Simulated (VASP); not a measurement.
# Lattice of Pt (Platinum), functional by functional, part 2 of 2

How much does the relaxed cell of Pt (Platinum) depend on the functional? The starting structure is a measured crystal structure from the Crystallography Open Database. The first relaxation on each setting starts from this cell expanded by 3 % in volume.

VASP 6.6.1.

Results so far: PBEsol 15.02 Å³ an atom; LDA 14.79 Å³ an atom; PBE 15.61 Å³ an atom; PBEsol + D3(BJ) 14.61 Å³ an atom.

## 6. Relaxation with r2SCAN

Level of this step: r2SCAN; plane waves and PAW (Pt) (VASP).

r2SCAN adds the kinetic-energy density, costs more than a GGA and is run with LASPH.

The input, INCAR:

```
SYSTEM = Pt
PREC = Accurate
ENCUT = 450
EDIFF = 1E-06
NELM = 100
ISMEAR = 1
SIGMA = 0.15
LREAL = .FALSE.
ALGO = Normal
METAGGA = R2SCAN
LASPH = .TRUE.
NBANDS = 11
LORBIT = 11
LWAVE = .FALSE.
LCHARG = .FALSE.
KPAR = 8
IBRION = 2
NSW = 50
ISIF = 3
EDIFFG = -0.006
```

The input, POSCAR:

```
Pt
1.0
    0.0000000000      1.9809725503      1.9809725503
    1.9809725503      0.0000000000      1.9809725503
    1.9809725503      1.9809725503      0.0000000000
Pt
1
Direct
    0.0000000000      0.0000000000      0.0000000000
```

The input, KPOINTS:

```
Automatic mesh
0
Gamma
20 20 20
0 0 0
```

The projector-augmented-wave data sets are Pt (PBE family, release 64).

On the command line:

```sh
mpirun -np 8 vasp_std
```

The log of the run:

```text
[banner, memory and clock lines left out]
running    8 mpi-ranks, on    1 nodes
[...]
[... a notice as in an earlier step ...]

 [... a notice as in an earlier step ...]

 LDA part: xc-table for (None), standard interpolation
 POSCAR, INCAR and KPOINTS ok, starting setup
[...]
entering main loop
       N       E                     dE             d eps       ncg     rms          rms(c)
DAV:   1    -0.121257511065E+02   -0.12126E+02   -0.49277E+03  5776   0.763E+02
DAV:   2    -0.542574734311E+02   -0.42132E+02   -0.40295E+02  6494   0.169E+02
DAV:   3    -0.548137846244E+02   -0.55631E+00   -0.55378E+00  6545   0.183E+01
DAV:   4    -0.548162930124E+02   -0.25084E-02   -0.25082E-02  6554   0.145E+00
[...]
DAV:   9    -0.515002328453E+02   -0.98326E-04   -0.10167E-04  7842   0.808E-02    0.321E-02
DAV:  10    -0.515002590366E+02   -0.26191E-04   -0.43505E-05  6262   0.612E-02    0.331E-03
DAV:  11    -0.515002596647E+02   -0.62808E-06   -0.58306E-07  5946   0.567E-03
[...]
DAV:   7    -0.514829117128E+02    0.74140E-06   -0.12252E-06  5613   0.105E-02
   2 F= -.51482912E+02 E0= -.51483090E+02  d E =0.173480E-01
 trial-energy change:    0.017348  1 .order    0.018416   -0.018606    0.055438
 step:   0.2683(harm=  0.2513)  dis= 0.00000  next Energy=   -51.502776 (dE=-0.252E-02)
[...]
N       E                     dE             d eps       ncg     rms          rms(c)
DAV:   1    -0.516223379200E+02   -0.13943E+00   -0.26197E+00  5914   0.152E+01    0.227E+00
DAV:   2    -0.515059230351E+02    0.11641E+00   -0.38043E-01  5830   0.434E+00    0.102E+00
DAV:   3    -0.515025329050E+02    0.33901E-02   -0.17802E-02  6481   0.105E+00    0.662E-01
DAV:   4    -0.515029389226E+02   -0.40602E-03   -0.31604E-03  7348   0.289E-01    0.746E-02
DAV:   5    -0.515028122420E+02    0.12668E-03   -0.53431E-04  6427   0.181E-01    0.142E-02
DAV:   6    -0.515028234489E+02   -0.11207E-04   -0.59111E-06  6700   0.216E-02    0.907E-03
DAV:   7    -0.515028244769E+02   -0.10280E-05   -0.30670E-07  3335   0.433E-03    0.246E-03
DAV:   8    -0.515028243681E+02    0.10879E-06   -0.19284E-08  3038   0.120E-03
   3 F= -.51502824E+02 E0= -.51502929E+02  d E =-.256470E-02
[...]
reached required accuracy - stopping structural energy minimisation
```

It took 63 s on 8 MPI ranks of Intel Xeon Platinum 8259CL at 2.50GHz (Skylake/Cascade Lake), shared host; peak memory 1.2 GiB; 7.4 min of CPU time.

Parts of OUTCAR (step 6):

```text
  Total       -0.0032248     -0.0032248     -0.0032248     -0.0000000     -0.0000000      0.0000000
  in kB       -0.3369860     -0.3369860     -0.3369860     -0.0000000     -0.0000000      0.0000000
  external PRESSURE =      -0.3369860 kB  Pullay stress =       0.0000000 kB

 POSITION                                       TOTAL-FORCE (eV/Angst)
 -----------------------------------------------------------------------------------
      0.00000      0.00000      0.00000        -0.000000      0.000000     -0.000000
 -----------------------------------------------------------------------------------
    total drift:                                0.000000      0.000000      0.000000

  FREE ENERGIE OF THE ION-ELECTRON SYSTEM (eV)
  ---------------------------------------------------
  free  energy   TOTEN  =       -51.5028243681 eV

  energy  without entropy=      -51.5031385493  energy(sigma->0) =      -51.50292910

[... 2 parts as in an earlier step ...]

[... 2 further parts left out ...]
[key lines of the parts left out:]
E-fermi :  10.6999
```

With r2SCAN the relaxed cell holds 15.332 Å³ an atom, +1.57 % against the measured cell, with a = 3.944 Å. That is +2.09 % from PBEsol. Pressures at 0.985 and 1.015 times this volume, from two more relaxations that aren't shown, give a bulk modulus of 274.2 GPa.

## 7. Relaxation with r2SCAN + rVV10

rVV10 adds a nonlocal correlation energy for dispersion. This run starts from the cell of an earlier relaxation, which isn't shown; the restart sets up the plane waves anew.

INCAR: that of step 6 with these lines changed.

```diff
@@ -10,2 +10,6 @@
 METAGGA = R2SCAN
+LUSE_VDW = .TRUE.
+IVDW_NL = 2
+BPARAM = 11.95
+CPARAM = 0.0093
 LASPH = .TRUE.
```

The input, POSCAR:

```
Pt
1.0
    0.0000000000      1.9671222955      1.9671222955
    1.9671222955      0.0000000000      1.9671222955
    1.9671222955      1.9671222955      0.0000000000
Pt
1
Direct
    0.0000000000      0.0000000000      0.0000000000
```

KPOINTS is that of step 6.

On the command line:

```sh
mpirun -np 8 vasp_std
```

The log of the run:

```text
[banner, memory and clock lines left out]
running    8 mpi-ranks, on    1 nodes
[...]
[... a notice as in an earlier step ...]

|                                                                             |
|               ----> ADVICE to this user running VASP <----                  |
|                                                                             |
|     You have switched on vdW-DFT.                                           |
|     This routine was written and supplied by Jiri Klimes. We recommend      |
|     that you carefully read and cite the following publications:            |
|       J. Klimes, D.R. Bowler, A. Michelides                                 |
|          J. Phys.: Cond Matt. 22 022201 (2010)                              |
|       J. Klimes, D.R. Bowler, A. Michelides                                 |
|          Phys. Rev. B. 83, 195131 (2011)                                    |
|     and references therein.                                                 |
[...]
Total rVV10 correction in eV:      0.1515031    12.3304381
Total rVV10 correction in eV:      0.1515031    12.3304381
Total rVV10 correction in eV:      0.1515031    12.3304381
DAV:  12    -0.513504469103E+02   -0.73144E-07   -0.68427E-08  3233   0.251E-03
Total rVV10 correction in eV:      0.1515100    12.3304381
Total rVV10 correction in eV:      0.1515100    12.3304381
Total rVV10 correction in eV:      0.1515100    12.3304381
Total rVV10 correction in eV:      0.1515100    12.3304381
Total rVV10 correction in eV:      0.1515100    12.3304381
Total rVV10 correction in eV:      0.1515100    12.3304381
Total rVV10 correction in eV:      0.1515100    12.3304381
Total rVV10 correction in eV:      0.1515100    12.3304381
Total rVV10 correction in eV:      0.1515078    12.3304381
Total rVV10 correction in eV:      0.1515078    12.3304381
Total rVV10 correction in eV:      0.1515078    12.3304381
Total rVV10 correction in eV:      0.1515078    12.3304381
Total rVV10 correction in eV:      0.1515078    12.3304381
Total rVV10 correction in eV:      0.1515078    12.3304381
Total rVV10 correction in eV:      0.1515078    12.3304381
Total rVV10 correction in eV:      0.1515078    12.3304381
   1 F= -.51350447E+02 E0= -.51350566E+02  d E =-.513504E+02
[...]
reached required accuracy - stopping structural energy minimisation
```

It took 30 s on 8 MPI ranks; peak memory 1.6 GiB; 3.8 min of CPU time.

Parts of OUTCAR (step 7):

```text
  Total        0.0040464      0.0040464      0.0040464     -0.0000000      0.0000000      0.0000000
  in kB        0.4258460      0.4258460      0.4258460     -0.0000000      0.0000000      0.0000000
  external PRESSURE =       0.4258460 kB  Pullay stress =       0.0000000 kB

  FREE ENERGIE OF THE ION-ELECTRON SYSTEM (eV)
  ---------------------------------------------------
  free  energy   TOTEN  =       -51.3504469103 eV

  energy  without entropy=      -51.3508054988  energy(sigma->0) =      -51.35056644

[... 3 parts as in an earlier step ...]

[... 2 further parts left out ...]
[key lines of the parts left out:]
E-fermi :  10.8324
```

With r2SCAN + rVV10 the relaxed cell holds 15.224 Å³ an atom, +0.85 % against the measured cell, with a = 3.934 Å. That is +1.37 % from PBEsol. Pressures at 0.985 and 1.015 times this volume, from two more relaxations that aren't shown, give a bulk modulus of 283.7 GPa.

## 8. Relaxation with optB86b-vdW

optB86b-vdW pairs nonlocal correlation with a less repulsive exchange of B86b form.

INCAR: that of step 7 with these lines changed.

```diff
@@ -9,7 +9,7 @@
 ALGO = Normal
-METAGGA = R2SCAN
+GGA = MK
+AGGAC = 0
 LUSE_VDW = .TRUE.
-IVDW_NL = 2
-BPARAM = 11.95
-CPARAM = 0.0093
+PARAM1 = 0.1234
+PARAM2 = 1
 LASPH = .TRUE.
```

The input, POSCAR:

```
Pt
1.0
    0.0000000000      1.9809725503      1.9809725503
    1.9809725503      0.0000000000      1.9809725503
    1.9809725503      1.9809725503      0.0000000000
Pt
1
Direct
    0.0000000000      0.0000000000      0.0000000000
```

KPOINTS is that of step 7.

On the command line:

```sh
mpirun -np 8 vasp_std
```

The log of the run:

```text
[banner, memory and clock lines left out]
running    8 mpi-ranks, on    1 nodes
[...]
[... a notice as in an earlier step ...]

 [... a notice as in an earlier step ...]

 [... a notice as in an earlier step ...]

 LDA part: xc-table for (Slater+PW92), standard interpolation
 POSCAR, INCAR and KPOINTS ok, starting setup
[...]
entering main loop
       N       E                     dE             d eps       ncg     rms          rms(c)
DAV:   1     0.366341649370E+02    0.36634E+02   -0.47934E+03  5856   0.738E+02
DAV:   2    -0.368509227672E+01   -0.40319E+02   -0.38521E+02  6433   0.163E+02
DAV:   3    -0.421299744869E+01   -0.52791E+00   -0.52536E+00  6553   0.176E+01
DAV:   4    -0.421516081175E+01   -0.21634E-02   -0.21632E-02  6495   0.133E+00
[...]
DAV:   9    -0.382689117069E+01    0.16132E-03   -0.10593E-04  6328   0.916E-02    0.338E-02
DAV:  10    -0.382689564481E+01   -0.44741E-05   -0.32145E-06  6887   0.147E-02    0.460E-03
DAV:  11    -0.382689556750E+01    0.77307E-07   -0.33441E-08  3434   0.175E-03
[...]
DAV:   6    -0.381916674043E+01   -0.43658E-05   -0.18173E-06  7080   0.885E-03    0.107E-03
DAV:   7    -0.381916679049E+01   -0.50065E-07   -0.33676E-08  3176   0.142E-03
   2 F= -.38191668E+01 E0= -.38192284E+01  d E =0.772878E-02
 trial-energy change:    0.007729  1 .order    0.008074   -0.008783    0.024931
 step:   0.2727(harm=  0.2605)  dis= 0.00000  next Energy=    -3.828100 (dE=-0.120E-02)
[...]
N       E                     dE             d eps       ncg     rms          rms(c)
DAV:   1    -0.388759307848E+01   -0.68426E-01   -0.12177E+00  5842   0.103E+01    0.160E+00
DAV:   2    -0.383069319502E+01    0.56900E-01   -0.16338E-01  5806   0.303E+00    0.713E-01
DAV:   3    -0.382792158727E+01    0.27716E-02   -0.12955E-02  6489   0.810E-01    0.404E-01
DAV:   4    -0.382810493734E+01   -0.18335E-03   -0.51142E-04  6259   0.138E-01    0.389E-02
DAV:   5    -0.382811686815E+01   -0.11931E-04   -0.85482E-06  7341   0.207E-02    0.778E-03
DAV:   6    -0.382811906448E+01   -0.21963E-05   -0.91923E-07  6052   0.594E-03    0.925E-04
DAV:   7    -0.382811910888E+01   -0.44407E-07   -0.15546E-08  3053   0.103E-03
   3 F= -.38281191E+01 E0= -.38281300E+01  d E =-.122354E-02
[...]
reached required accuracy - stopping structural energy minimisation
```

It took 40 s on 8 MPI ranks; peak memory 2 GiB.

OUTCAR, selected parts (step 8):

```text
  Total       -0.0017743     -0.0017743     -0.0017743      0.0000000     -0.0000000      0.0000000
  in kB       -0.1846345     -0.1846345     -0.1846345      0.0000000     -0.0000000      0.0000000
  external PRESSURE =      -0.1846345 kB  Pullay stress =       0.0000000 kB

  FREE ENERGIE OF THE ION-ELECTRON SYSTEM (eV)
  ---------------------------------------------------
  free  energy   TOTEN  =        -3.8281191089 eV

  energy  without entropy=       -3.8281516741  energy(sigma->0) =       -3.82812996

[... 3 parts as in an earlier step ...]

[... 2 further parts left out ...]
[key lines of the parts left out:]
E-fermi :  10.7791
```

With optB86b-vdW the relaxed cell holds 15.397 Å³ an atom, +2.00 % against the measured cell, with a = 3.949 Å. That is +2.52 % from PBEsol. Pressures at 0.985 and 1.015 times this volume, from two more relaxations that aren't shown, give a bulk modulus of 267.6 GPa.

## 9. Relaxation with AM05

AM05 is built from the electron gas and the surface model, and does well on lattice constants. This run starts from the cell of an earlier relaxation, which isn't shown; the restart sets up the plane waves anew.

INCAR: that of step 8 with these lines changed.

```diff
@@ -9,9 +9,5 @@
 ALGO = Normal
-GGA = MK
-AGGAC = 0
-LUSE_VDW = .TRUE.
-PARAM1 = 0.1234
-PARAM2 = 1
+GGA = AM
+NBANDS = 11
 LASPH = .TRUE.
-NBANDS = 11
 LORBIT = 11
```

The input, POSCAR:

```
Pt
1.0
    0.0000000000      1.9533055837      1.9533055837
    1.9533055837      0.0000000000      1.9533055837
    1.9533055837      1.9533055837      0.0000000000
Pt
1
Direct
    0.0000000000      0.0000000000      0.0000000000
```

KPOINTS is that of step 8.

On the command line:

```sh
mpirun -np 8 vasp_std
```

The log of the run:

```text
[... set-up lines as in an earlier step ...]
 entering main loop
       N       E                     dE             d eps       ncg     rms          rms(c)
DAV:   1     0.336227143910E+02    0.33623E+02   -0.48637E+03  5912   0.742E+02
DAV:   2    -0.658990543124E+01   -0.40213E+02   -0.38479E+02  6472   0.163E+02
DAV:   3    -0.708535175886E+01   -0.49545E+00   -0.49343E+00  6648   0.172E+01
DAV:   4    -0.708718980457E+01   -0.18380E-02   -0.18379E-02  6495   0.123E+00
[...]
DAV:   9    -0.666152465487E+01    0.20844E-03   -0.15679E-04  6310   0.115E-01    0.360E-02
DAV:  10    -0.666152981452E+01   -0.51596E-05   -0.37720E-06  7112   0.136E-02    0.483E-03
DAV:  11    -0.666153011706E+01   -0.30254E-06   -0.47937E-08  3392   0.204E-03
   1 F= -.66615301E+01 E0= -.66615941E+01  d E =-.666153E+01
[...]
reached required accuracy - stopping structural energy minimisation
```

Run time: 6 s. Hardware: 8 MPI ranks; peak memory 1.1 GiB; 44 s of CPU time.

Parts of OUTCAR (step 9):

```text
  Total        0.0034005      0.0034005      0.0034005      0.0000000     -0.0000000      0.0000000
  in kB        0.3655224      0.3655224      0.3655224      0.0000000     -0.0000000      0.0000000
  external PRESSURE =       0.3655224 kB  Pullay stress =       0.0000000 kB

 POSITION                                       TOTAL-FORCE (eV/Angst)
 -----------------------------------------------------------------------------------
      0.00000      0.00000      0.00000        -0.000000     -0.000000      0.000000
 -----------------------------------------------------------------------------------
    total drift:                                0.000000     -0.000000      0.000000

  FREE ENERGIE OF THE ION-ELECTRON SYSTEM (eV)
  ---------------------------------------------------
  free  energy   TOTEN  =        -6.6615301171 eV

  energy  without entropy=       -6.6617220627  energy(sigma->0) =       -6.66159410

[... 2 parts as in an earlier step ...]

[... 2 further parts left out ...]
[key lines of the parts left out:]
E-fermi :  11.3036
```

With AM05 the relaxed cell holds 14.905 Å³ an atom, -1.26 % against the measured cell, with a = 3.907 Å. That is -0.75 % from PBEsol. Pressures at 0.985 and 1.015 times this volume, from two more relaxations that aren't shown, give a bulk modulus of 291.8 GPa.

## 10. Comparison

| level | volume (Å³/atom) | against the measured cell (%) | a (Å) | bulk modulus (GPa) | pressure left (GPa) | core minutes |
| --- | --- | --- | --- | --- | --- | --- |
| PBEsol | 15.018 | -0.51 | 3.9164 | 289.6 | -0.03 | 4.29 |
| LDA | 14.795 | -1.99 | 3.8969 | 307.1 | 0.04 | 4.77 |
| PBE | 15.615 | 3.44 | 3.9676 | 249.6 | -0.02 | 2.43 |
| PBEsol + D3(BJ) | 14.607 | -3.23 | 3.8803 | 318.6 | 0.06 | 5.84 |
| r2SCAN | 15.332 | 1.57 | 3.9436 | 274.2 | -0.03 | 8.4 |
| r2SCAN + rVV10 | 15.224 | 0.85 | 3.9342 | 283.7 | 0.04 | 16.0 |
| optB86b-vdW | 15.397 | 2.0 | 3.9491 | 267.6 | -0.02 | 5.33 |
| AM05 | 14.905 | -1.26 | 3.9066 | 291.8 | 0.04 | 4.4 |

Core minutes are wall time times ranks, summed over the relaxations behind a row (those for a bulk modulus apart), on shared hosts.

## 11. Results

```yaml
volume_pbesol: 15.02 Å³/atom
volume_lda: 14.79 Å³/atom
volume_pbe: 15.61 Å³/atom
volume_pbesol_d3_bj: 14.61 Å³/atom
volume_r2scan: 15.33 Å³/atom
volume_r2scan_rvv10: 15.22 Å³/atom
volume_optb86b_vdw: 15.40 Å³/atom
volume_am05: 14.91 Å³/atom
```

In words: Across 8 levels the volume of Pt (Platinum) spans 6.9 %, from 14.61 Å³ an atom (PBEsol + D3(BJ)) to 15.61 Å³ (PBE). Against the measured volume of the starting structure, PBEsol comes nearest (-0.5 %) and PBE lies farthest (+3.4 %). The measured cell holds zero-point expansion and, unless it was taken cold, thermal expansion, which the runs lack, so small differences decide nothing. Adding D3(BJ) to PBEsol changes the volume by -2.7 %. Adding rVV10 to r2SCAN changes the volume by -0.7 %. The bulk modulus goes from 249.6 GPa (PBE) to 318.6 GPa (PBEsol + D3(BJ)). Spin-orbit coupling is left out of all runs, which can matter with elements this heavy. All runs keep the symmetry of the start, so they can't find a distortion of lower symmetry. Further runs on this material are not shown.

[Lines on the potential files, build, host, timing and source positions are cut from VASP's logs without a mark.]

[Logs are printed without paths, hosts, clocks, repeated set-up lines and the standing remarks that a program may print on its own settings, such as how far it seeks lower states.]

[Hosts, paths, dates, database ids (printed as entryN), source tags and the programs' standing remarks are cut or masked in the printed files.]
